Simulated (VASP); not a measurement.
TiAl (L1_0): the lattice constant a from VASP (plane waves, PAW) at several levels of theory. Static lattice.

```csv
level,lattice constant a (Å)
LDA,2.768
PBE,2.826
PBEsol,2.800
PBE-D4,2.805
SCAN,2.814
r2SCAN,2.817
r2SCAN+rVV10,2.812
```

The cell of the LDA run:

```cif
data_AlTi
_chemical_formula_sum 'Ti1 Al1'
_space_group_name_H-M_alt 'P 1'
_space_group_IT_number 1
_cell_length_a 2.76814
_cell_length_b 2.76814
_cell_length_c 3.99915
_cell_angle_alpha 90.000
_cell_angle_beta 90.000
_cell_angle_gamma 90.000
loop_
_space_group_symop_operation_xyz
  'x, y, z'
loop_
_atom_site_label
_atom_site_type_symbol
_atom_site_fract_x
_atom_site_fract_y
_atom_site_fract_z
_atom_site_occupancy
Ti1 Ti 0.00000 0.00000 0.00000 1
Al1 Al 0.50000 0.50000 0.50000 1
```

Only levels that ran to the end are used. Left out are those held back, those with too coarse a band path, GW runs whose mesh misses a band edge, hybrids' fits of cells that aren't cubic and levels without matching references; a question may draw on a part of the rest.

The compound is TiAl in the L1_0 structure.
